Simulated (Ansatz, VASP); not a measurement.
**CaO (CaO (Fm-3m)) in two plane-wave programs**

Wanted: the spread between two codes on one cell, functional and k mesh. The structure shown is the end of the Ansatz relaxation below.

Method: plane waves, with VASP 6.6.1 beside it; single point at PBE, in Ansatz 0.2.0.

## (1) Set-up

Symmetry: Fm-3m, No. 225, cubic system. Conventional cell: a = 4.831 Å, b = 4.831 Å, c = 4.831 Å, α = 90.00°, β = 90.00°, γ = 90.00°. Nearest to Ca lie 6 O at 2.42 Å. O has 6 Ca at 2.42 Å nearest. Farther neighbours and most contacts between anions are not listed.

## (2) Ansatz: relaxation, PBE

Ansatz runs on its default PAW (the set named soft_2) files.

This run makes the geometry at which the two programs are then compared.

input.yaml

```yaml
crystal:
  lattice:
    - [0.0, 2.4035557, 2.4035557]
    - [2.4035557, 0.0, 2.4035557]
    - [2.4035557, 2.4035557, 0.0]
  atoms:
    - { symbol: Ca, position: [0.0, 0.0, 0.0] }
    - { symbol: O, position: [0.5, 0.5, 0.5] }
basis:
  ecutwfc: 420
  xc_grid: 2
hamiltonian:
  xc: pbe
kpoints:
  mp_grid: { grid: [10, 10, 10] }
scf:
  occupations: { method: fixed }
  max_iter: 120
relax:
  f_tol: 0.005
  max_steps: 60
  cell: {}
output:
  forces: true
  stress: true
checkpoint:
  write: "../cell.run"
  compress: false
  write_wavefunctions: false
  write_every: 100000
```

Started as:

```console
> ansatz run input.yaml --threads 2 --pin off --max-ram 3768MiB --backend cpu --events-out ev --progress --plain --runs-dir out
```

Numbers of over 12 decimals in the logs are rounded to 6 here.

Output:

```text
Engine: ansatz 0.2.0, x86_64-unknown-linux-gnu
Pseudopotentials: kind: paw
Pseudopotential: Ca, paw, valence charge 10, recommended cutoff 420 eV (normal), Ca.paw.azcp
Pseudopotential: O, paw, valence charge 6, recommended cutoff 420 eV (normal), O.paw.azcp
Functional definition: PBE
  parameter kappa = 0.804
  parameter beta = 0.066725
  exchange = pbe_x(kappa = kappa, mu = beta*pi^2/3)
  correlation = pbe_c(beta = beta)
Crystal: 2 atoms, lattice volume = 27.771 Å³
Basis set: ecut = 420 eV, 537 PW (Γ), exchange–correlation on 48×48×48 points (8 copies of the dense FFT grid, shifted against one another)
Bands: 12, of which v1, the nominal top of the filled ones, is band 8 counted from 1 (7 counted from 0)
Symmetry: 48 space group operations
Space group: Fm-3m (ITA 225), of the structure as read, at distance tolerance 3.0e-5 Å
k-points: 47 of 1000
Non-local potential: Ca, projectors of the file, l = 0: 3, l = 1: 2, l = 2: 2
Non-local potential: O, projectors of the file, l = 0: 2, l = 1: 2, l = 2: 1
PAW form: soft (Blöchl's): semilocal exchange-correlation on the pseudo side does not see the compensation charge
PAW one-centre angular grid: Ca, 110 points (default); XC on 64 Gauss nodes
PAW one-centre angular grid: O, 110 points (default); XC on 64 Gauss nodes
Initial density: superposition of atomic densities (neutral atoms: chi_scale 0, normalization atom), corrected by the library's trained network
Initial wavefunctions: pseudopotential atomic-orbital guess
Functional: x = pbe(κ = 0.804, μ = 0.219515), c = pbe(β = 0.066725)
SCF iter   1: F=—  HF=-2387.720978 eV  |F-HF|=—  |Δ(HF+E_count)|=         —  Δρ=1.08e-3  dr2=2.51e-4  ethr=1.77e-3  ⟨swp⟩=4.4  Hψ=3277  notcnv=0  defer=10
preconditioner: auto → none  [insulator: Δε(μ)=3.654 eV  Ē_g=18.110 eV  n_scr=8 (ndim 8)  ℏωp=26.4 eV  f_vac=0.000  ε∞_Penn≈3.1]
SCF iter   2: F=—  HF=-2387.720953 eV  |F-HF|=—  |Δ(HF+E_count)|=   2.48e-5  Δρ=1.94e-3  dr2=1.00e-3  ethr=1.57e-6  ⟨swp⟩=2.0  Hψ=1395  notcnv=0  defer=90
SCF iter   3: F=—  HF=-2387.720772 eV  |F-HF|=—  |Δ(HF+E_count)|=   1.82e-4  Δρ=6.89e-4  dr2=1.34e-4  ethr=1.57e-6  ⟨swp⟩=2.0  Hψ=822  notcnv=0  defer=64
SCF iter   4: F=—  HF=-2387.720783 eV  |F-HF|=—  |Δ(HF+E_count)|=   1.13e-5  Δρ=1.04e-4  dr2=1.75e-6  ethr=8.37e-7  ⟨swp⟩=2.0  Hψ=768  notcnv=0  defer=2
SCF iter   5: F=—  HF=-2387.720808 eV  |F-HF|=—  |Δ(HF+E_count)|=   2.47e-5  Δρ=1.18e-4  dr2=3.99e-6  ethr=1.10e-8  ⟨swp⟩=2.2  Hψ=759  notcnv=0
SCF iter   6: F=—  HF=-2387.720807 eV  |F-HF|=—  |Δ(HF+E_count)|=   7.75e-7  Δρ=4.66e-5  dr2=6.17e-7  ethr=1.10e-8  ⟨swp⟩=2.0  Hψ=703  notcnv=0
SCF iter   7: F=-2387.720807 eV  HF=-2387.720807 eV  |F-HF|=6.35e-8  |Δ(HF+E_count)|=   1.25e-7  Δρ=1.64e-5  dr2=7.52e-8  ethr=6.25e-10  ⟨swp⟩=2.9  Hψ=1885  notcnv=0
SCF 1 converged in 7 iterations: F = -2387.720807 eV  dr2 = 7.52e-8
  greatest PAW one-centre occupation: 0.995 electrons in one spin orbital (limit 2), on the Ca atom at site 0 (counted from 0), in its partial waves of l = 0
relax step   1: F+E_penalty+E_count = -2387.72080694 eV  Δ(F+E_penalty+E_count) = +0.000e0 eV  max|allowed force component| = 1.167e-29 eV/Å  Δτ_max = 0.0000 Å  P = +1.607 GPa  Ω = 27.771 Å³  (7 SCF iters, dr2 threshold 1.00e-7 eV, accepted)
[...]
relax step   2: F+E_penalty+E_count = -2387.72146443 eV  Δ(F+E_penalty+E_count) = -6.575e-4 eV  max|allowed force component| = 6.968e-30 eV/Å  Δτ_max = 0.0000 Å  P = -0.318 GPa  Ω = 28.247 Å³  energy of the carried Pulay correction = -1.219e-3 eV  (5 SCF iters, dr2 threshold 2.00e-7 eV, accepted)
[...]
relax step   3: F+E_penalty+E_count = -2387.72174806 eV  Δ(F+E_penalty+E_count) = -2.836e-4 eV  max|allowed force component| = 4.865e-30 eV/Å  Δτ_max = 0.0000 Å  P = -0.006 GPa  Ω = 28.167 Å³  energy of the carried Pulay correction = -1.016e-3 eV  (3 SCF iters, dr2 threshold 2.00e-7 eV, accepted)
[...]
relax step   4: F+E_penalty+E_count = -2387.72272421 eV  Δ(F+E_penalty+E_count) = -9.761e-4 eV  max|allowed force component| = 4.569e-30 eV/Å  Δτ_max = 0.0000 Å  P = +0.064 GPa  Ω = 28.167 Å³  stress off target by 6.36e-2 GPa  SCF on the basis re-selected at this cell (its energy is not comparable with the rows above)  (6 SCF iters)
[...]
relax step   5: F+E_penalty+E_count = -2387.72268545 eV  Δ(F+E_penalty+E_count) = +3.876e-5 eV  max|allowed force component| = 1.052e-29 eV/Å  Δτ_max = 0.0000 Å  P = +0.002 GPa  Ω = 28.183 Å³  energy of the carried Pulay correction = -4.205e-5 eV  (3 SCF iters, dr2 threshold 1.01e-8 eV, accepted)
[...]
relax step   6: F+E_penalty+E_count = -2387.72284168 eV  Δ(F+E_penalty+E_count) = -1.562e-4 eV  max|allowed force component| = 8.398e-30 eV/Å  Δτ_max = 0.0000 Å  P = +0.003 GPa  Ω = 28.183 Å³  stress off target by 3.44e-3 GPa  SCF on the basis re-selected at this cell (its energy is not comparable with the rows above)  (5 SCF iters)
basis re-selected at this cell: Δ(F+E_penalty+E_count) = -1.562e-4 eV, ΔP = +0.002 GPa vs the last step (what re-selecting the basis moved, of the pressure what is left beyond the Pulay correction that the steps carried, after the strain that the cell walked since its last selection, with what the two solves' SCF thresholds leave and, on support functions, any second-order correction that the steps lacked; it is no m [...]
SCF converged after 5 iterations
Free energy (F): -2387.722842 eV
Harris-Foulkes:  -2387.722842 eV  (|F-HF|=3.18e-12)
Internal energy: -2387.722842 eV  (E = F + TS)
E sigma→0 (E₀):  -2387.722842 eV
Fermi energy:    7.528246 eV
--- Per-component energies (eV) ---
  E_band       = -103.956156
  E_kinetic    = 455.687651
  E_local      = -899.505695  (includes V_loc(G=0)·N_el)
  E_nonlocal   = 111.440644
  E_hartree    = 298.298601
  E_xc         = -213.170357
  E_vxc        = -268.184387  (∫ρ·V_xc dr)
  E_paw        = -1016.248930  (= ΣΔE_a)
  E_vpaw       = -99.993970  (= ΣTr[D̂ρ^β])
  E_aug_tail   = 0.002388  (compensation charges beyond the density's cutoff)
  E_ewald      = -1124.227144
  E_smearing   = -0.000000  (= −TS)
  E_closure    = 0.000000  (closes the sum)
  Σ components = -2387.722842   (vs F -2387.722842, Δ=0.00e0)
--- Forces (eV/Å), atoms counted from 1 ---
  atom   1  Ca    -0.00000000     0.00000000    -0.00000000
  atom   2  O      0.00000000    -0.00000000    -0.00000000
  max |Σ_I F_I| component: 1.58e-29 eV/Å
--- Stress (GPa, compression-positive) ---
        0.003438      -0.000000      -0.000000
       -0.000000       0.003438      -0.000000
       -0.000000      -0.000000       0.003438
  P = ⅓ Tr σ = 0.0034 GPa (0.034 kbar)
--- Relaxed structure (4 steps of the walk, 4 accepted, 2 SCFs on fresh bases) ---
  F+E_penalty+E_count = -2387.72284168 eV   max|allowed force component| = 8.398e-30 eV/Å   (the final SCF, on the basis selected at the relaxed cell)
  cell:  # Å, volume = 28.1833 Å³
    - [0, 2.415389, 2.415389]
    - [2.415389, 0, 2.415389]
    - [2.415389, 2.415389, 0]
  atoms:
    - { symbol: Ca, position: [0, 0, 0] }
    - { symbol: O, position: [0.5, 0.5, 0.5] }
```

## (3) VASP: single point, PBE

The same cell, functional and mesh now go to VASP, with its own data sets and cutoff.

Lines of VASP's logs that name or quote its potential files are left out, and so is its time.

INCAR

```
SYSTEM = CaO
PREC = Accurate
ENCUT = 520
EDIFF = 1E-06
NELM = 100
ISMEAR = 0
SIGMA = 0.01
LREAL = .FALSE.
ALGO = Normal
GGA = PE
NBANDS = 14
LORBIT = 11
LWAVE = .FALSE.
LCHARG = .FALSE.
KPAR = 2
ISIF = 2
```

POSCAR

```
CaO
1.0
    0.0000000000      2.4153893071      2.4153893071
    2.4153893071      0.0000000000      2.4153893071
    2.4153893071      2.4153893071      0.0000000000
Ca O
1 1
Direct
    0.0000000000      0.0000000000      0.0000000000
    0.5000000000      0.5000000000      0.5000000000
```

KPOINTS

```
Automatic mesh
0
Gamma
10 10 10
0 0 0
```

PAW data sets: Ca_sv and O (PBE family, release 64).

Started as:

```console
> mpirun -np 2 vasp_std
```

Output:

```text
[banner, memory and clock lines left out]
running    2 mpi-ranks, on    1 nodes
 distrk:  each k-point on    1 cores,    2 groups
 distr:  one band on    1 cores,    1 groups

 POSCAR found type information on POSCAR CaO
 POSCAR found :  2 types and       2 ions
 LDA part: xc-table for (Slater+PW92), standard interpolation
 POSCAR, INCAR and KPOINTS ok, starting setup
 FFT: planning ... GRIDC
 FFT: planning ... GRID_SOFT
 FFT: planning ... GRID
 WAVECAR not read
 entering main loop
       N       E                     dE             d eps       ncg     rms          rms(c)
DAV:   1     0.129224872689E+03    0.12922E+03   -0.83970E+03  1316   0.116E+03
DAV:   2    -0.849318861889E+01   -0.13772E+03   -0.12812E+03  1656   0.303E+02
DAV:   3    -0.143318009465E+02   -0.58386E+01   -0.57890E+01  1484   0.647E+01
DAV:   4    -0.145135650343E+02   -0.18176E+00   -0.18155E+00  1896   0.985E+00
DAV:   5    -0.145158557759E+02   -0.22907E-02   -0.22904E-02  1530   0.113E+00    0.857E+00
DAV:   6    -0.128669277740E+02    0.16489E+01   -0.59007E+00  1396   0.236E+01    0.366E+00
DAV:   7    -0.128071968564E+02    0.59731E-01   -0.55981E-01  1616   0.735E+00    0.179E+00
DAV:   8    -0.128052288432E+02    0.19680E-02   -0.77161E-02  1520   0.298E+00    0.348E-01
DAV:   9    -0.128044567092E+02    0.77213E-03   -0.83982E-03  1690   0.669E-01    0.122E-01
DAV:  10    -0.128052470186E+02   -0.79031E-03   -0.11887E-03  1380   0.371E-01    0.665E-02
DAV:  11    -0.128051843085E+02    0.62710E-04   -0.13829E-04  1812   0.136E-01    0.641E-03
DAV:  12    -0.128051851748E+02   -0.86637E-06   -0.15173E-05  1378   0.348E-02    0.560E-03
DAV:  13    -0.128051847126E+02    0.46229E-06   -0.15067E-06  1284   0.118E-02
   1 F= -.12805185E+02 E0= -.12805185E+02  d E =-.894662-106
```

From OUTCAR (step 3):

```text
ion  position               nearest neighbor table
   1  0.000  0.000  0.000-   2 2.42   2 2.42   2 2.42   2 2.42   2 2.42   2 2.42
   2  0.500  0.500  0.500-   1 2.42   1 2.42   1 2.42   1 2.42   1 2.42   1 2.42

  LATTYP: Found a face centered cubic cell.
 ALAT       =     4.8307786142

 Subroutine GETGRP returns: Found 48 space group operations
 (whereof 48 operations were pure point group operations)

The static configuration has the point symmetry O_h .

 Found     47 irreducible k-points:

   k-points           NKPTS =     47   k-points in BZ     NKDIM =     47   number of bands    NBANDS=     14

   dimension x,y,z NGX =    28 NGY =   28 NGZ =   28
   dimension x,y,z NGXF=    56 NGYF=   56 NGZF=   56

   ENCUT  =  520.0 eV  38.22 Ry    6.18 a.u.   6.35  6.35  6.35*2*pi/ulx,y,z

   NELECT =      16.0000    total number of electrons

 k-points in reciprocal lattice and weights: Automatic mesh
   0.00000000  0.00000000  0.00000000       0.001
   0.10000000  0.00000000  0.00000000       0.008
   0.20000000  0.00000000  0.00000000       0.008
   0.30000000  0.00000000  0.00000000       0.008
   0.40000000  0.00000000  0.00000000       0.008
   0.50000000  0.00000000  0.00000000       0.004
   0.10000000  0.10000000  0.00000000       0.006
   0.20000000  0.10000000  0.00000000       0.024
   0.30000000  0.10000000  0.00000000       0.024
[...]
-0.30000000  0.40000000  0.20000000       0.024
  -0.30000000  0.50000000  0.20000000       0.012

 average (electrostatic) potential at core
       1 -44.1471       2 -70.2941

 E-fermi :   2.4167

 k-point     1 :       0.0000    0.0000    0.0000
  band No.  band energies     occupation
    ...
      4     -16.2095      2.00000
      5     -13.2390      2.00000
      6       2.2640      2.00000
      7       2.2640      2.00000
      8       2.2640      2.00000
      9       6.8551      0.00000
     10       8.4515      0.00000
     11       8.4515      0.00000
     12       8.4515      0.00000
     13       9.9307      0.00000
    ...

 k-point     2 :       0.1000    0.0000    0.0000
  band No.  band energies     occupation
    ...
      4     -16.2145      2.00000
      5     -13.1014      2.00000
      6       1.9061      2.00000
      7       2.1286      2.00000
      8       2.1286      2.00000
      9       7.3111      0.00000
     10       8.4180      0.00000
     11       8.6193      0.00000
     12       8.6193      0.00000
     13      10.1648      0.00000
    ...

 k-point     3 :       0.2000    0.0000    0.0000
  band No.  band energies     occupation
    ...
      4     -16.2276      2.00000
      5     -12.7830      2.00000
      6       1.1446      2.00000
      7       1.8034      2.00000
      8       1.8034      2.00000
      9       8.2789      0.00000
     10       8.5108      0.00000
     11       9.0824      0.00000
     12       9.0824      0.00000
     13      10.7720      0.00000
    ...

  Total        0.0992198      0.0992198      0.0992198      0.0000000      0.0000000      0.0000000
  in kB        5.6404991      5.6404991      5.6404991      0.0000000      0.0000000      0.0000000
  external PRESSURE =       5.6404991 kB  Pullay stress =       0.0000000 kB

  energy-cutoff  :      520.00
  volume of cell :       28.18
      direct lattice vectors                 reciprocal lattice vectors
     0.000000000  2.415389307  2.415389307    -0.207005967  0.207005967  0.207005967
     2.415389307  0.000000000  2.415389307     0.207005967 -0.207005967  0.207005967
     2.415389307  2.415389307  0.000000000     0.207005967  0.207005967 -0.207005967

 POSITION                                       TOTAL-FORCE (eV/Angst)
 -----------------------------------------------------------------------------------
      0.00000      0.00000      0.00000         0.000000     -0.000000      0.000000
      2.41539      2.41539      2.41539         0.000000      0.000000     -0.000000
 -----------------------------------------------------------------------------------
    total drift:                                0.000000      0.000000      0.000000

  FREE ENERGIE OF THE ION-ELECTRON SYSTEM (eV)
  ---------------------------------------------------
  free  energy   TOTEN  =       -12.8051847126 eV

  energy  without entropy=      -12.8051847126  energy(sigma->0) =      -12.80518471

 total charge
# of ion       s       p       d       tot
------------------------------------------
    1        2.040   5.879   0.293   8.212
    2        1.549   3.446   0.000   4.996
--------------------------------------------------
tot          3.589   9.325   0.293  13.208

[... 3 further parts left out ...]
```

The run ends at a pressure of 0.56 GPa.

## (4) Comparison

Known differences besides the PAW data sets themselves: fixed occupations in Ansatz, narrow Gaussian smearing in VASP; the cutoff is 420 eV in Ansatz and 520 eV in VASP; VASP leaves aspherical gradient terms in its spheres out (LASPH is not set), Ansatz keeps them; Ansatz's pressure holds a Pulay correction, VASP's none. Total energies have different zeros and are not compared.

Compared:

```
              quantity  Ansatz   VASP  difference
        pressure (GPa)    0.00   0.56       -0.56
gap on the k mesh (eV)   3.658  3.639      +0.019
```

## (5) What came out

```yaml
difference_in_gap_on_the_k_mesh_single_point_pbe: 0.019 eV
difference_in_pressure_single_point_pbe: -0.56 GPa
```

In words: The difference in pressure is -0.56 GPa (single point, PBE), within the 1 GPa picked in this series as the mark of a large difference. How closely two codes agree says nothing of how well the functional describes the real material.

[Lines on the potential files, build, host, timing and source positions are cut from VASP's logs without a mark.]

[Logs are printed without paths, hosts, clocks, repeated set-up lines and the standing remarks that a program may print on its own settings, such as how far it seeks lower states.]

[Hosts, paths, dates, database ids (printed as entryN), source tags and the programs' standing remarks are cut or masked in the printed files.]
